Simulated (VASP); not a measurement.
Input:

```
ZnO
1.0
    1.62361    -2.81217     0.00000
    1.62361     2.81217     0.00000
    0.00000     0.00000     5.23784
Zn O
2 2
Direct
  0.66667   0.33333   0.50131
  0.33333   0.66667   0.00131
  0.66667   0.33333   0.88069
  0.33333   0.66667   0.38069
```

Level of theory: vdW-DF-cx, VASP's PBE PAW potentials (set 64) (plane waves; VASP). Numerical set-up: 520 eV cut-off, Gaussian smearing of 0.050 eV, potentials Zn O.

Predict the band gap (along the path) with the smallest direct gap where there is one.

The band gap (along the path) is 0.75 eV and the smallest direct gap (along the path) comes out as 0.75 eV.

Total energies compare only between runs with the same potentials, cut-off and functional.

The compound is ZnO in the wurtzite structure. It was relaxed first.
